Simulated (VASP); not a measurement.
TaTe, 2 atoms in the cell. The structure is cubic, space group Pm-3m (No. 221). The conventional cell has a = 3.372 Å, b = 3.372 Å, c = 3.372 Å, α = 90.00°, β = 90.00°, γ = 90.00°. Ta (site symmetry m-3m) is surrounded by 8 Te at 2.92 Å. Te (site symmetry m-3m) is surrounded by 8 Ta at 2.92 Å. The cell was built by a generator and needn't be a form met in nature. The cell isn't the ideal one: random cell by space group and Wyckoff sites (Pm-3m, No. 221).

| Property | Result |
| --- | --- |
| Program | VASP 6.6.1 |
| Task | relaxation of cell and atoms |
| Functional | PBE |
| Potentials or basis | VASP PAW PBE potentials, release 64 (Ta_pv, Te) |
| Cutoff | 600 eV |
| k mesh | 6 × 6 × 6 |
| Occupations | gaussian, width 0.1 eV |
| Spin | no spin polarisation |
| Dipole correction | no |
| Further INCAR settings | ALGO = Fast; EDIFF = 1e-07; IBRION = 2; EDIFFG = -0.04; NSW = 90; ISIF = 3 |

Potentials or basis: VASP PAW PBE potentials, release 64 (Ta_pv, Te).

Command:

```bash
$ cat potpaw_PBE.64/Ta_pv/POTCAR potpaw_PBE.64/Te/POTCAR > POTCAR
$ mpirun -np 1 vasp_std > vasp.out
```

Hardware: 1 thread of AMD EPYC 9R14 (Zen 4), with other jobs on the host.

**Question.** Estimate the wall time of this run.

**Answer.** It took 24 s on 1 thread of AMD EPYC 9R14 (Zen 4), on a shared host, peak memory 0.14 GiB. Counts: scf iterations 42, k points 20, ion steps 3.
